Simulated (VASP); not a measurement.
# InRh2 (Fm-3m) in VASP: reference runs

Reference runs on InRh2: the cell as given.

All numbers are computed with VASP 6.6.1; they aren't measurements. Logs are shortened: lines on timing, memory, paths and dates and some standing lists are left out, and cuts for length are marked.

### 1 Starting point

Symmetry: Fm-3m, No. 225, cubic system. Conventional cell: a = 5.781 Å, b = 5.781 Å, c = 5.781 Å, α = 90.00°, β = 90.00°, γ = 90.00°. In (site symmetry m-3m) is surrounded by 8 Rh at 2.50 Å. Around Rh (site symmetry -43m) lie 4 In at 2.50 Å.

The cell was built by a generator and needn't be a form met in nature.

### 2 Single point, PBE

Contents of INCAR:

```
PREC = Accurate
ENCUT = 520
EDIFF = 1E-7
ISMEAR = -1
SIGMA = 0.05
LREAL = F
LASPH = T
NELM = 100
ALGO = Normal
ISIF = 2
LWAVE = F
LCHARG = F
GGA = PE
NBANDS = 28
```

Contents of KPOINTS:

```
Automatic mesh
0
Gamma
  8 8 8
```

Contents of POSCAR:

```
InRh2
1.0
    0.0000000000      2.8907046600      2.8907046600
    2.8907046600      0.0000000000      2.8907046600
    2.8907046600      2.8907046600      0.0000000000
In Rh
1 2
Direct
    0.0000000000      0.0000000000      0.0000000000
    0.2500000000      0.2500000000      0.2500000000
    0.7500000000      0.7500000000      0.7500000000
```

Potentials or basis: VASP PAW PBE potentials, release 64 (In_d, Rh_pv).

The run is started by

```bash
cat potpaw_PBE.64/In_d/POTCAR potpaw_PBE.64/Rh_pv/POTCAR > POTCAR
mpirun -np 1 vasp_std > vasp.out
```

OUTCAR:

```text
PREC = Accurate
   ENCUT = 520
   EDIFF = 1E-7
   ISMEAR = -1
   LREAL = F
   LASPH = T
   NELM = 100
   ISIF = 2
   GGA = PE

 ion  position               nearest neighbor table
   1  0.000  0.000  0.000-   3 2.50   3 2.50   3 2.50   2 2.50   3 2.50   2 2.50   2 2.50   2 2.50

   2  0.250  0.250  0.250-   1 2.50   1 2.50   1 2.50   1 2.50   3 2.89   3 2.89   3 2.89   3 2.89
                             3 2.89   3 2.89
   3  0.750  0.750  0.750-   1 2.50   1 2.50   1 2.50   1 2.50   2 2.89   2 2.89   2 2.89   2 2.89
                             2 2.89   2 2.89

  LATTYP: Found a face centered cubic cell.
 ALAT       =     5.7814093200

  Lattice vectors:

 A1 = (   0.0000000000,   2.8907046600,   2.8907046600)
 A2 = (   2.8907046600,   0.0000000000,   2.8907046600)
 A3 = (   2.8907046600,   2.8907046600,   0.0000000000)

Analysis of symmetry for initial positions (statically):
=====================================================================
 Subroutine PRICEL returns:
 Original cell was already a primitive cell.

 Routine SETGRP: Setting up the symmetry group for a
 face centered cubic supercell.

 Subroutine GETGRP returns: Found 48 space group operations
 (whereof 48 operations were pure point group operations)
 out of a pool of 48 trial point group operations.

The static configuration has the point symmetry O_h .

Analysis of symmetry for dynamics (positions and initial velocities):
=====================================================================
 Subroutine PRICEL returns:
 Original cell was already a primitive cell.

 Routine SETGRP: Setting up the symmetry group for a
 face centered cubic supercell.

 Subroutine GETGRP returns: Found 48 space group operations
 (whereof 48 operations were pure point group operations)
 out of a pool of 48 trial point group operations.

The dynamic configuration has the point symmetry O_h .

 Subroutine INISYM returns: Found 48 space group operations
 (whereof 48 operations are pure point group operations),
 and found     1 'primitive' translations

----------------------------------------------------------------------------------------

                                     Primitive cell

  volume of cell :      48.3105

  direct lattice vectors                    reciprocal lattice vectors
     0.000000000  2.890704660  2.890704660    -0.172968206  0.172968206  0.172968206
     2.890704660  0.000000000  2.890704660     0.172968206 -0.172968206  0.172968206
     2.890704660  2.890704660  0.000000000     0.172968206  0.172968206 -0.172968206

  length of vectors
     4.088073735  4.088073735  4.088073735     0.299589721  0.299589721  0.299589721

  position of ions in fractional coordinates (direct lattice)
     0.000000000  0.000000000  0.000000000
     0.250000000  0.250000000  0.250000000
     0.750000000  0.750000000  0.750000000

  ion indices of the primitive-cell ions
   primitive index   ion index
                 1           1
                 2           2
                 3           3

----------------------------------------------------------------------------------------

 KPOINTS: Automatic mesh

Automatic generation of k-mesh.
 Grid dimensions read from file:
 generate k-points for:    8    8    8

 Generating k-lattice:

  Cartesian coordinates                     Fractional coordinates (reciprocal lattice)
    -0.021621026  0.021621026  0.021621026     0.125000000  0.000000000  0.000000000
     0.021621026 -0.021621026  0.021621026     0.000000000  0.125000000  0.000000000
     0.021621026  0.021621026 -0.021621026     0.000000000  0.000000000  0.125000000

  Length of vectors
     0.037448715  0.037448715  0.037448715

  Shift w.r.t. Gamma in fractional coordinates (k-lattice)
     0.000000000  0.000000000  0.000000000

 Subroutine IBZKPT returns following result:
 ===========================================

 Found     29 irreducible k-points:

 Following reciprocal coordinates:
            Coordinates               Weight
  0.000000  0.000000  0.000000      1.000000
  0.125000  0.000000  0.000000      8.000000
  0.250000  0.000000  0.000000      8.000000
  0.375000  0.000000  0.000000      8.000000
  0.500000  0.000000  0.000000      4.000000
  0.125000  0.125000  0.000000      6.000000
[... 16 lines left out ...]
  0.500000  0.250000  0.125000     48.000000
 -0.375000  0.250000  0.125000     24.000000
 [... further k-points ...]
   k-points           NKPTS =     29   k-points in BZ     NKDIM =     29   number of bands    NBANDS=     28
   number of dos      NEDOS =    301   number of ions     NIONS =      3
   total plane-waves  NPLWV =  27000
   dimension x,y,z NGX =    30 NGY =   30 NGZ =   30
   dimension x,y,z NGXF=    60 NGYF=   60 NGZF=   60
   ions per type =               1   2
   NGX,Y,Z   is equivalent  to a cutoff of  12.20, 12.20, 12.20 a.u.
   NGXF,Y,Z  is equivalent  to a cutoff of  24.40, 24.40, 24.40 a.u.
 SYSTEM =  unknown system
   PREC   = accura    normal or accurate (medium, high low for compatibility)
   ISTART =      0    job   : 0-new  1-cont  2-samecut
   ICHARG =      2    charge: 1-file 2-atom 10-const
   ISPIN  =      1    spin polarized calculation?
   LNONCOLLINEAR =      F non collinear calculations
   LSORBIT =      F    spin-orbit coupling
   LASPH  =      T    aspherical Exc in radial PAW
   ENCUT  =  520.0 eV  38.22 Ry    6.18 a.u.   7.60  7.60  7.60*2*pi/ulx,y,z
   NELM   =    100;   NELMIN=  2; NELMDL= -5     # of ELM steps
   EDIFF  = 0.1E-06   stopping-criterion for ELM
   LREAL  =      F    real-space projection
   EDIFFG = 0.1E-05   stopping-criterion for IOM
   NSW    =      0    number of steps for IOM
   IBRION =     -1    ionic relax: 0-MD 1-quasi-New 2-CG
   NFREE  =      0    steps in history (QN), initial steepest desc. (CG)
   ISIF   =      2    stress and relaxation
   ISYM   =      2    0-nonsym 1-usesym 2-fastsym
   POTIM  = 0.5000    time-step for ionic-motion
   TEBEG  =    0.0;   TEEND  =   0.0 temperature during run
   PSTRESS=    0.0 pullay stress
   NELECT =      43.0000    total number of electrons
   NUPDOWN=      -1.0000    fix difference up-down
   EMIN   =  10.00;   EMAX   =-10.00  energy-range for DOS
   EFERMI =   0.00;   METHOD = LEGACY
   ISMEAR =    -1;   SIGMA  =   0.05  broadening in eV -4-tet -1-fermi 0-gaus
   EFERMI_NEDOS =   21; number of points for ismear=-14 and -15
   IALGO  =     38    algorithm
   IMIX   =      4    mixing-type and parameters
     AMIX     =   0.40;   BMIX     =  1.00
     AMIX_MAG =   1.60;   BMIX_MAG =  1.00
  volume/ion in A,a.u.               =      16.10       108.67
  Fermi-wavevector in a.u.,A,eV,Ry     =   1.574770  2.975885 33.741115  2.479902
  Thomas-Fermi vector in A             =   2.675855
   LORBIT       =      0    0 simple, 1 ext, 2 COOP (PROOUT), +10 PAW based schemes
   GGA     = PE    functional components
   LHFCALC =     F    Hartree Fock is set to
   AEXX    =    0.0000 exact exchange contribution
   IVDW    =     0    specifies the selected vdW correction
   LEPSILON=     F    determine dielectric tensor
   LRPA    =     F    only Hartree local field effects (RPA)
 non-spin polarized calculation
  energy-cutoff  :      520.00
  volume of cell :       48.31
 maximum number of plane-waves:      1316
   NGX = 15   NGY = 15   NGZ = 15

 number of electron      43.0000001 magnetization

 Free energy of the ion-electron system (eV)
  ---------------------------------------------------
  ext. energy  EPLUGINS =         0.00000000
  ---------------------------------------------------
  free energy    TOTEN  =       -15.33128524 eV

  energy without entropy =      -15.30126666  energy(sigma->0) =      -15.31627595

 E-fermi :  10.0170     XC(G=0): -12.7015

 val. band max:        9.9984742931   @ k =   0.1250   0.0000   0.0000
 cond. band min:      10.0260121679   @ k =   0.5000   0.0000   0.0000
 fundamental gap:      0.0275378748
 Fermi energy:        10.0169724418

 k-point     1 :       0.0000    0.0000    0.0000
  band No.  band energies     occupation
      1     -35.5726      2.00000
      2     -35.5726      2.00000
      3     -35.5726      2.00000
      4     -35.4108      2.00000
      5     -35.4108      2.00000
      6     -35.4108      2.00000
[... 20 lines left out ...]
     27      19.4353      0.00000
     28      19.4353      0.00000

 k-point     2 :       0.1250    0.0000    0.0000
  band No.  band energies     occupation
      1     -35.5666      2.00000
      2     -35.5666      2.00000
      3     -35.5664      2.00000
      4     -35.4185      2.00000
      5     -35.4171      2.00000
      6     -35.4171      2.00000
[... 20 lines left out ...]
     27      19.6711      0.00000
     28      19.6712      0.00000

 k-point     3 :       0.2500    0.0000    0.0000
  band No.  band energies     occupation
      1     -35.5494      2.00000
      2     -35.5493      2.00000
      3     -35.5493      2.00000
      4     -35.4390      2.00000
      5     -35.4350      2.00000
      6     -35.4350      2.00000
[... 20 lines left out ...]
     27      19.8790      0.00000
     28      19.8795      0.00000

 k-point     4 :       0.3750    0.0000    0.0000
  band No.  band energies     occupation
      1     -35.5251      2.00000
      2     -35.5234      2.00000
      3     -35.5234      2.00000
      4     -35.4667      2.00000
      5     -35.4615      2.00000
      6     -35.4615      2.00000
[... 578 lines left out ...]
     27      19.5107      0.00000
     28      20.6079      0.00000

 k-point    23 :       0.5000    0.2500    0.1250
  band No.  band energies     occupation
      1     -35.5832      2.00000
      2     -35.5445      2.00000
      3     -35.5253      2.00000
      4     -35.4612      2.00000
      5     -35.4449      2.00000
      6     -35.4033      2.00000
[... 20 lines left out ...]
     27      20.1437      0.00000
     28      21.4879      0.00000

 k-point    24 :      -0.3750    0.2500    0.1250
  band No.  band energies     occupation
      1     -35.5716      2.00000
      2     -35.5680      2.00000
      3     -35.4944      2.00000
      4     -35.4925      2.00000
      5     -35.4196      2.00000
      6     -35.4176      2.00000
[... 20 lines left out ...]
     27      19.9672      0.00000
     28      23.0889      0.00000

 [... further k-points ...]

------------------------ aborting loop because EDIFF is reached ----------------------------------------

  FORCE on cell =-STRESS in cart. coord.  units (eV):
  Direction    XX          YY          ZZ          XY          YZ          ZX
  --------------------------------------------------------------------------------------
  -------------------------------------------------------------------------------------
  Total        9.9603048      9.9603048      9.9603048     -0.0000000     -0.0000000      0.0000000
  in kB      330.3254600    330.3254600    330.3254600     -0.0000000     -0.0000000      0.0000000
  external PRESSURE =     330.3254600 kB  Pullay stress =       0.0000000 kB

 VOLUME and BASIS-vectors are now :
 -----------------------------------------------------------------------------
  energy-cutoff  :      520.00
  volume of cell :       48.31
      direct lattice vectors                 reciprocal lattice vectors
     0.000000000  2.890704660  2.890704660    -0.172968206  0.172968206  0.172968206
     2.890704660  0.000000000  2.890704660     0.172968206 -0.172968206  0.172968206
     2.890704660  2.890704660  0.000000000     0.172968206  0.172968206 -0.172968206

 POSITION                                       TOTAL-FORCE (eV/Angst)
 -----------------------------------------------------------------------------------
      0.00000      0.00000      0.00000        -0.000000      0.000000     -0.000000
      1.44535      1.44535      1.44535         0.000000     -0.000000     -0.000000
      4.33606      4.33606      4.33606        -0.000000      0.000000      0.000000
 -----------------------------------------------------------------------------------
    total drift:                                0.000000     -0.000000      0.000000

  FREE ENERGIE OF THE ION-ELECTRON SYSTEM (eV)
  ---------------------------------------------------
  free  energy   TOTEN  =       -15.3312852390 eV

  energy  without entropy=      -15.3012666607  energy(sigma->0) =      -15.31627595
```

It took 84 s on 1 thread of AMD EPYC, shared host; peak memory 0.15 GiB.

Results:

| Quantity | Value |
| --- | --- |
| Free energy | -15.3313 eV |
| Pressure | 33.0 GPa |
| Band gap on the k mesh | none (metal or under the smearing width) |

Caveat: a pressure of tens of GPa on the cell as given is suspect, and the run, the potentials or the cell itself is likely at fault.
